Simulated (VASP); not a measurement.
**LaTe (relaxed from the zinc blende structure, space group F-43m): computed properties**

Calculation: PBEsol GGA, VASP's PBE PAW potentials (set 64) (plane waves; VASP).

| Item | Value |
|---|---|
| space group | F-43m (216) |
| cell | a = b = c = 7.1299 Å, α = β = γ = 90.00° |
| volume per atom | 45.31 Å^3/atom |
| band gap (over mesh and band path) | none (metal, semimetal or under 0.01 eV) |
| density | 4.88 g/cm³ |

LaTe is taken in the cubic space group F-43m (No. 216), the zinc blende structure, Pearson symbol cF8. Conventional cell: a = b = c = 7.1299 Å, α = β = γ = 90.00°. La on 4a is surrounded by 4 Te at 3.087 Å (tetrahedral). Te on 4d has 4 La at 3.087 Å (tetrahedral). (Neighbours: up to the widest gap in distance over summed covalent radii, below 1.35, at either atom; cation-cation and far metal-metal contacts left out.)
(The calculation used a cell of 2 atoms; values per cell refer to that cell.)

Unless said otherwise, spin-orbit coupling is left out, though it shifts the bands of the heavy elements here.

The structure was generated: LaTe was put into the zinc blende type (F-43m), which need not be its known phase. It was relaxed first, which changed the volume by -28 %. Symmetry was kept, so distortions that lower it aren't found. The electron count is odd and the run is not spin-polarised, which forces a metal.
